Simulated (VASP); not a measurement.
Level of theory: PBE GGA + U (Dudarev), VASP's PBE PAW potentials (set 64) (plane waves; VASP 6.6.1).

VASP input:

File KPOINTS:
```
Automatic mesh
0
gamma
  5 5 5
0 0 0
```

### INCAR
```
SYSTEM = Sc3CuC
PREC = Accurate
ENCUT = 520
EDIFF = 1E-6
NELM = 100
ALGO = Normal
LREAL = .FALSE.
LASPH = .TRUE.
ISMEAR = 0
SIGMA = 0.05
GGA = PE
LMAXMIX = 4
LWAVE = .FALSE.
LCHARG = .FALSE.
ISIF = 2
LDAU = .TRUE.
LDAUTYPE = 2
LDAUL = 2 -1 -1
LDAUU = 5.0 0 0
LDAUJ = 0 0 0
LDAUPRINT = 1
LORBIT = 10
```

**POSCAR**
```
Sc3CuC
1
    4.5498600000     0.0000000000     0.0000000000
    0.0000000000     4.5498600000     0.0000000000
    0.0000000000     0.0000000000     4.5498600000
Cu C Sc
1 1 3
Direct
  0.0000000000   0.0000000000   0.0000000000
  0.5000000000   0.5000000000   0.5000000000
  0.0000000000   0.5000000000   0.5000000000
  0.5000000000   0.5000000000   0.0000000000
  0.5000000000   0.0000000000   0.5000000000
```

POTCAR, in this order: Cu C Sc_sv (PBE.64 set). Program: vasp_std.

What VASP printed:

### OUTCAR
```
 ion  position               nearest neighbor table
   1  0.000  0.000  0.000-
   2  0.500  0.500  0.500-   3 2.27   4 2.27   5 2.27   4 2.27   5 2.27   3 2.27
   3  0.000  0.500  0.500-   2 2.27   2 2.27   5 3.22   4 3.22   5 3.22   4 3.22   4 3.22   5 3.22
                             4 3.22   5 3.22
   4  0.500  0.500  0.000-   2 2.27   2 2.27   5 3.22   3 3.22   3 3.22   5 3.22   5 3.22   5 3.22
                             3 3.22   3 3.22
   5  0.500  0.000  0.500-   2 2.27   2 2.27   4 3.22   4 3.22   3 3.22   3 3.22   4 3.22   4 3.22
                             3 3.22   3 3.22
  LATTYP: Found a simple cubic cell.
 ALAT       =     4.5498600000
 Subroutine PRICEL returns:
 Original cell was already a primitive cell.
 Subroutine GETGRP returns: Found 48 space group operations
The static configuration has the point symmetry O_h .
The dynamic configuration has the point symmetry O_h .
 Subroutine INISYM returns: Found 48 space group operations
 Subroutine IBZKPT returns following result:
 Found     10 irreducible k-points:

 Following reciprocal coordinates:
            Coordinates               Weight
  0.000000  0.000000  0.000000      1.000000
  0.200000  0.000000  0.000000      6.000000
  0.400000  0.000000  0.000000      6.000000
...
```

### OSZICAR
```
       N       E                     dE             d eps       ncg     rms          rms(c)
DAV:   1     0.860812328625E+03    0.86081E+03   -0.22299E+04   560   0.202E+03
DAV:   2     0.576168848641E+02   -0.80320E+03   -0.79293E+03   760   0.778E+02
DAV:   3    -0.335276927323E+02   -0.91145E+02   -0.88012E+02   936   0.315E+02
DAV:   4    -0.405186934006E+02   -0.69910E+01   -0.67181E+01   912   0.707E+01
DAV:   5    -0.408136958257E+02   -0.29500E+00   -0.28920E+00   904   0.142E+01    0.180E+01
DAV:   6    -0.315860371493E+02    0.92277E+01   -0.64064E+01   932   0.606E+01    0.586E+00
DAV:   7    -0.313428839907E+02    0.24315E+00   -0.42376E+00   832   0.256E+01    0.354E+00
DAV:   8    -0.312590123292E+02    0.83872E-01   -0.11813E+00   808   0.168E+01    0.198E+00
DAV:   9    -0.312193026343E+02    0.39710E-01   -0.27912E-01   904   0.734E+00    0.518E-01
DAV:  10    -0.312160678068E+02    0.32348E-02   -0.13669E-01   932   0.212E+00    0.352E-01
DAV:  11    -0.312132056691E+02    0.28621E-02   -0.19820E-02   908   0.106E+00    0.117E-01
DAV:  12    -0.312134508910E+02   -0.24522E-03   -0.77734E-03   896   0.412E-01    0.108E-01
DAV:  13    -0.312131587613E+02    0.29213E-03   -0.18626E-03   872   0.224E-01    0.183E-02
DAV:  14    -0.312131686137E+02   -0.98524E-05   -0.13770E-04   840   0.963E-02    0.841E-03
DAV:  15    -0.312131670727E+02    0.15410E-05   -0.98194E-06   760   0.307E-02    0.397E-03
DAV:  16    -0.312131668417E+02    0.23093E-06   -0.37282E-06   704   0.148E-02
   1 F= -.31213167E+02 E0= -.31208124E+02  d E =-.100847E-01
```

File OUTCAR:
```
------------------------ aborting loop because EDIFF is reached ----------------------------------------
  FORCE on cell =-STRESS in cart. coord.  units (eV):
  Direction    XX          YY          ZZ          XY          YZ          ZX
  --------------------------------------------------------------------------------------
  Total       -1.8022370     -1.8022370     -1.8022370      0.0000000      0.0000000      0.0000000
  in kB      -30.6569100    -30.6569100    -30.6569100      0.0000000      0.0000000      0.0000000
  external PRESSURE =     -30.6569100 kB  Pullay stress =       0.0000000 kB
  volume of cell :       94.19
      direct lattice vectors                 reciprocal lattice vectors
     4.549860000  0.000000000  0.000000000     0.219786982  0.000000000  0.000000000
     0.000000000  4.549860000  0.000000000     0.000000000  0.219786982  0.000000000
     0.000000000  0.000000000  4.549860000     0.000000000  0.000000000  0.219786982
 POSITION                                       TOTAL-FORCE (eV/Angst)
 -----------------------------------------------------------------------------------
      0.00000      0.00000      0.00000         0.000000      0.000000      0.000000
      2.27493      2.27493      2.27493         0.000000      0.000000      0.000000
      0.00000      2.27493      2.27493         0.000000      0.000000      0.000000
      2.27493      2.27493      0.00000         0.000000      0.000000      0.000000
      2.27493      0.00000      2.27493         0.000000      0.000000      0.000000
 -----------------------------------------------------------------------------------
    total drift:                                0.000000      0.000000      0.000000
  FREE ENERGIE OF THE ION-ELECTRON SYSTEM (eV)
  ---------------------------------------------------
  free  energy   TOTEN  =       -31.2131668417 eV

  energy  without entropy=      -31.2030821276  energy(sigma->0) =      -31.20812448

 total charge

# of ion       s       p       d       tot
------------------------------------------
    1        0.422   0.226   9.293   9.941
    2        0.883   1.498   0.000   2.381
    3        2.229   6.163   1.008   9.401
    4        2.229   6.163   1.008   9.401
    5        2.229   6.163   1.008   9.401
--------------------------------------------------
tot          7.993  20.214  12.317  40.524
```
(Selected blocks of OUTCAR.)

The structure was generated: Sc3CuC was put into the cubic-perovskite type (Pm-3m), which need not be its known phase. The cell was not relaxed at this level. The run is one of a series of settings (LDAU = .TRUE., LDAUJ = 0 0 0, LDAUL = 2 -1 -1, LDAUTYPE = 2, LDAUU = 5.0 0 0 against the base run), some of them coarse on purpose.
